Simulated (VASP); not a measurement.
A run of VASP 6.6.1 is set up as follows.

INCAR

```
ALGO = Normal
EDIFF = 1E-7
EDIFFG = -0.005
ENCUT = 600
GGA = PE
IBRION = 2
ISIF = 3
ISMEAR = 0
IVDW = 12
KPAR = 4
LASPH = T
LCHARG = F
LREAL = F
LWAVE = F
NELM = 80
NSW = 90
PREC = Accurate
SIGMA = 0.03
```

Contents of KPOINTS:

```
k-points
0
Gamma
  4 8 8
```

POSCAR

```
SnSe                                    
1.0
   11.4951243201      0.0000000000      0.0000000000
    0.0000000000      4.1770248273      0.0000000000
    0.0000000000      0.0000000000      4.3703652417
  Sn              Se            
     4     4
Direct
     0.1183530214164919    0.2500000000000000    0.0892349020362336
     0.3816469785835080    0.7500000000000000    0.5892349020362334
     0.6183530214164918    0.2500000000000000    0.4107650979637663
     0.8816469785835082    0.7500000000000000    0.9107650979637666
     0.3573219282559450    0.2500000000000000    0.0205160869027487
     0.1426780717440551    0.7500000000000000    0.5205160869027488
     0.8573219282559448    0.2500000000000000    0.4794839130972512
     0.6426780717440552    0.7500000000000000    0.9794839130972512
```

Potentials or basis: VASP PAW PBE potentials, release 64 (Sn_d, Se).

The run is started by

```sh
$ cat potpaw_PBE.64/Sn_d/POTCAR potpaw_PBE.64/Se/POTCAR > POTCAR
$ mpirun -np 4 vasp_std > vasp.out
```

Problem. Estimate the band gap on the k mesh.

Solution. 0.54 eV, indirect (least direct gap 0.82 eV).

Problem. What does it give for the relaxed volume?

Solution. 26.24 Å³/atom.

Final structure:
```cif
data_structure
_symmetry_space_group_name_H-M 'P 1'
_symmetry_Int_Tables_number 1
_cell_length_a 11.4865
_cell_length_b 4.1722
_cell_length_c 4.3797
_cell_angle_alpha 90.000
_cell_angle_beta 90.000
_cell_angle_gamma 90.000
_cell_volume 209.89
loop_
_atom_site_label
_atom_site_type_symbol
_atom_site_fract_x
_atom_site_fract_y
_atom_site_fract_z
_atom_site_occupancy
Sn1 Sn 0.11763 0.25000 0.09317 1
Sn2 Sn 0.38237 0.75000 0.59317 1
Sn3 Sn 0.61763 0.25000 0.40683 1
Sn4 Sn 0.88237 0.75000 0.90683 1
Se1 Se 0.35703 0.25000 0.02202 1
Se2 Se 0.14297 0.75000 0.52202 1
Se3 Se 0.85703 0.25000 0.47798 1
Se4 Se 0.64297 0.75000 0.97798 1
```

Caveat: spin-orbit coupling is left out, which moves the levels of the heavy elements. A k mesh can miss the band edges.
